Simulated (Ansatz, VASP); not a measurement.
# ScWF in VASP and in Ansatz

INCAR

```
PREC = Accurate ; ENCUT = 520
EDIFF = 1E-6 ; ISMEAR = 0
SIGMA = 0.1 ; LREAL = False
LASPH = True ; NELM = 100
ALGO = Normal ; ISIF = 2
LWAVE = False ; LCHARG = True
GGA = PE ; LELF = True
LVHAR = True ; NBANDS = 23
```

KPOINTS

```
Automatic mesh
0
Gamma
  6 6 4
```

File POSCAR:

```
ScWF
1.0
    3.9168255800      0.0000000000      0.0000000000
   -1.9584127900      3.3920704600      0.0000000000
    0.0000000000      0.0000000000      3.9069452700
Sc W F
1 1 1
Direct
    0.0000000000      0.0000000000      0.0000000000
    0.6666666700      0.3333333300      0.5000000000
    0.3333333300      0.6666666700      0.5000000000
```

Input for Ansatz:

```yaml
crystal:
  lattice:
    - [3.91682558, 0.0, 0.0]
    - [-1.95841279, 3.39207046, 0.0]
    - [0.0, 0.0, 3.90694527]
  atoms:
    - { symbol: Sc, position: [0.0, 0.0, 0.0] }
    - { symbol: W, position: [0.66666667, 0.33333333, 0.5] }
    - { symbol: F, position: [0.33333333, 0.66666667, 0.5] }
basis:
  ecutwfc: 420
kpoints:
  mp_grid: { grid: [6, 6, 4] }
hamiltonian:
  xc: pbe
scf:
  occupations: { method: gaussian, width: 0.1 }
  lower_state_search: "off"
output:
  forces: true
  stress: true
  eigenvalues: true
```

Change from the starting cell: species swapped into the YZnSi type (P-6m2, No. 187).

Alike in both runs: task single point; functional PBE; k mesh 6 × 6 × 4; occupations gaussian, width 0.1 eV; no spin polarisation.

|  | VASP | Ansatz |
| --- | --- | --- |
| version | VASP 6.6.1 | Ansatz 0.2.0 |
| potentials or method | VASP PAW PBE potentials, release 64 (Sc_sv, W_sv, F) | scalar-relativistic, plane waves, PAW |
| plane-wave cutoff (eV) | 520 | 420 |
| valence electrons in the cell | 32 | 32 |

VASP gave:

* gap on the k mesh at the Fermi level (eV): none
* pressure (GPa): -2.3
* largest component of the traceless stress (GPa): 4.18

Question: What did Ansatz give for the same quantities?

Answer: gap on the k mesh at the Fermi level (eV): none; pressure (GPa): -2.6; largest component of the traceless stress (GPa): 4.46.

A gap of «none» marks a metal or a gap that the smearing closes.

Caveats: the k mesh is coarse (spacing up to 0.40 Å⁻¹), so the values aren't converged. The runs have no spin-orbit coupling, so splittings on W are missing.
